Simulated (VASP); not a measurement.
All values below come from PBE GGA, VASP's PBE PAW potentials (set 64) (plane waves; VASP).

VASP ran on this input.

KPOINTS:
```
Automatic mesh
0
Gamma
2 2 2
0 0 0
```

**INCAR**
```
! general
SYSTEM =Y2Tc
PREC   =Accurate
ENCUT  =300
LREAL  =.FALSE.
LASPH  =.TRUE.

! electronic loop
EDIFF  =1E-6
NELM   =100
ALGO   =Normal
LMAXMIX=4

! smearing
ISMEAR =-1
SIGMA  =0.1

! functional
GGA    =PE

! ions
ISIF   =2

! output
LWAVE  =.FALSE.
LCHARG =.FALSE.
```

POSCAR:
```
Y2Tc
1
    0.0000000000     4.8093040000     4.8093040000
    4.8093040000     0.0000000000     4.8093040000
    4.8093040000     4.8093040000     0.0000000000
Y Tc
4 2
Direct
  0.1250000000   0.1250000000   0.1250000000
  0.6250000000   0.1250000000   0.1250000000
  0.1250000000   0.6250000000   0.1250000000
  0.1250000000   0.1250000000   0.6250000000
  0.7500000000   0.7500000000   0.7500000000
  0.5000000000   0.5000000000   0.5000000000
```

POTCAR, in this order: Y_sv Tc_pv (PBE.64 set). Program: vasp_std.

The run wrote:

OUTCAR:
```
 ion  position               nearest neighbor table
   1  0.125  0.125  0.125-   2 3.40   3 3.40   4 3.40   4 3.40   3 3.40   2 3.40
   2  0.625  0.125  0.125-   1 3.40   4 3.40   3 3.40   1 3.40   3 3.40   4 3.40
   3  0.125  0.625  0.125-   1 3.40   4 3.40   1 3.40   2 3.40   4 3.40   2 3.40
   4  0.125  0.125  0.625-   1 3.40   1 3.40   2 3.40   3 3.40   3 3.40   2 3.40
   5  0.750  0.750  0.750-
   6  0.500  0.500  0.500-
  LATTYP: Found a face centered cubic cell.
 ALAT       =     9.6186080000
 Subroutine PRICEL returns:
 Original cell was already a primitive cell.
 Subroutine GETGRP returns: Found 48 space group operations
The static configuration has the point symmetry T_d .
 The point group associated with its full space group is O_h .
The dynamic configuration has the point symmetry T_d .
 Subroutine INISYM returns: Found 48 space group operations
 Subroutine IBZKPT returns following result:
 Found      3 irreducible k-points:

 Following reciprocal coordinates:
            Coordinates               Weight
  0.000000  0.000000  0.000000      1.000000
  0.500000  0.000000  0.000000      4.000000
  0.500000  0.500000  0.000000      3.000000
   k-points           NKPTS =      3   k-points in BZ     NKDIM =      3   number of bands    NBANDS=     42
...
```

**OSZICAR**
```
       N       E                     dE             d eps       ncg     rms          rms(c)
DAV:   1     0.445348903756E+03    0.44535E+03   -0.28380E+04   300   0.106E+03
DAV:   2    -0.113237146828E+01   -0.44648E+03   -0.43866E+03   282   0.333E+02
DAV:   3    -0.346949238057E+02   -0.33563E+02   -0.32459E+02   448   0.634E+01
DAV:   4    -0.376910314279E+02   -0.29961E+01   -0.28795E+01   408   0.166E+01
DAV:   5    -0.378107109332E+02   -0.11968E+00   -0.11828E+00   384   0.287E+00    0.472E+01
DAV:   6    -0.403502957213E+02   -0.25396E+01   -0.35604E+01   336   0.143E+01    0.188E+01
DAV:   7    -0.452417478650E+02   -0.48915E+01   -0.15749E+02   350   0.195E+01    0.625E+01
DAV:   8    -0.369487976215E+02    0.82930E+01   -0.22785E+01   332   0.801E+00    0.212E+01
DAV:   9    -0.357661532693E+02    0.11826E+01   -0.97678E+00   344   0.616E+00    0.537E+00
DAV:  10    -0.357582982715E+02    0.78550E-02   -0.20626E-01   374   0.985E-01    0.400E+00
DAV:  11    -0.357217445200E+02    0.36554E-01   -0.25495E-01   304   0.198E+00    0.139E+00
DAV:  12    -0.357229326788E+02   -0.11882E-02   -0.36888E-02   358   0.445E-01    0.103E+00
DAV:  13    -0.357224541627E+02    0.47852E-03   -0.82091E-03   304   0.348E-01    0.643E-01
DAV:  14    -0.357215018327E+02    0.95233E-03   -0.40830E-03   342   0.170E-01    0.158E-01
DAV:  15    -0.357214873310E+02    0.14502E-04   -0.19774E-04   400   0.433E-02    0.520E-02
DAV:  16    -0.357214841424E+02    0.31886E-05   -0.23883E-05   336   0.171E-02    0.931E-03
DAV:  17    -0.357214832937E+02    0.84868E-06   -0.12809E-06   184   0.417E-03
   1 F= -.35721483E+02 E0= -.35480474E+02  d E =-.482018E+00
```

**OUTCAR**
```
------------------------ aborting loop because EDIFF is reached ----------------------------------------
  FORCE on cell =-STRESS in cart. coord.  units (eV):
  Direction    XX          YY          ZZ          XY          YZ          ZX
  --------------------------------------------------------------------------------------
  Total      -15.3152661    -15.3152661    -15.3152661      0.0000000      0.0000000     -0.0000000
  in kB     -110.2956647   -110.2956647   -110.2956647      0.0000000      0.0000000     -0.0000000
  external PRESSURE =    -110.2956647 kB  Pullay stress =       0.0000000 kB
  volume of cell :      222.47
      direct lattice vectors                 reciprocal lattice vectors
     0.000000000  4.809304000  4.809304000    -0.103965148  0.103965148  0.103965148
     4.809304000  0.000000000  4.809304000     0.103965148 -0.103965148  0.103965148
     4.809304000  4.809304000  0.000000000     0.103965148  0.103965148 -0.103965148
 POSITION                                       TOTAL-FORCE (eV/Angst)
 -----------------------------------------------------------------------------------
      1.20233      1.20233      1.20233         0.000000      0.000000     -0.000000
      1.20233      3.60698      3.60698         0.000000      0.000000     -0.000000
      3.60698      1.20233      3.60698         0.000000      0.000000     -0.000000
      3.60698      3.60698      1.20233         0.000000      0.000000     -0.000000
      7.21396      7.21396      7.21396        -0.000000     -0.000000     -0.000000
      4.80930      4.80930      4.80930         0.000000      0.000000      0.000000
 -----------------------------------------------------------------------------------
    total drift:                                0.000000     -0.000000      0.000000
  FREE ENERGIE OF THE ION-ELECTRON SYSTEM (eV)
  ---------------------------------------------------
  free  energy   TOTEN  =       -35.7214832937 eV

  energy  without entropy=      -35.2394656765  energy(sigma->0) =      -35.48047449
```
(Selected blocks of OUTCAR.)

### OUTCAR
```
 val. band max:        2.2294807870   @ k =   0.5000   0.0000   0.0000

 cond. band min:       2.4243256920   @ k =   0.5000   0.0000   0.0000


 Fermi energy:         2.2508922542

 k-point     1 :       0.0000    0.0000    0.0000
  band No.  band energies     occupation
      1     -40.9168      2.00000
      2     -40.8375      2.00000
      3     -40.8375      2.00000
      4     -40.8375      2.00000
      5     -35.9868      2.00000
      6     -35.9868      2.00000
      7     -35.9868      2.00000
      8     -35.9844      2.00000
      9     -35.9844      2.00000
     10     -35.9844      2.00000
     11     -21.2893      2.00000
     12     -21.0035      2.00000
     13     -21.0035      2.00000
     14     -21.0035      2.00000
     15     -20.9200      2.00000
     16     -20.9200      2.00000
     17     -20.6731      2.00000
     18     -20.6731      2.00000
     19     -20.6731      2.00000
     20     -20.5342      2.00000
     21     -20.5342      2.00000
     22     -20.5342      2.00000
     23      -1.8425      2.00000
     24       0.2948      2.00000
     25       1.1053      1.99998
     26       1.1053      1.99998
     27       1.1053      1.99998
     28       1.7063      1.99141
     29       1.7063      1.99141
     30       1.8514      1.96384
     31       1.8514      1.96384
     32       1.8514      1.96384
     33       1.9535      1.90278
     34       1.9535      1.90278
     35       1.9535      1.90278
     36       2.1959      1.26813
     37       2.1959      1.26813
     38       2.7560      0.01272
     39       2.7560      0.01272
     40       2.7560      0.01272
     41       3.0499      0.00068
     42       3.0499      0.00068

 k-point     2 :       0.5000    0.0000    0.0000
  band No.  band energies     occupation
      1     -40.8971      2.00000
      2     -40.8575      2.00000
      3     -40.8375      2.00000
      4     -40.8375      2.00000
      5     -35.9867      2.00000
      6     -35.9867      2.00000
...
```

At this cut-off the stress carries a Pulay error, which pulls relaxed volumes low.

The structure was generated: Y2Tc was put into an ordered model structure, which need not be its known phase. The cell was not relaxed at this level. The k-mesh is coarse (spacing up to 0.57 per Å, 2π included), so the numbers may not be converged in it. The run is one of a series of settings (KPOINTS 2×2×2 Γ-centred mesh against the base run), some of them coarse on purpose.
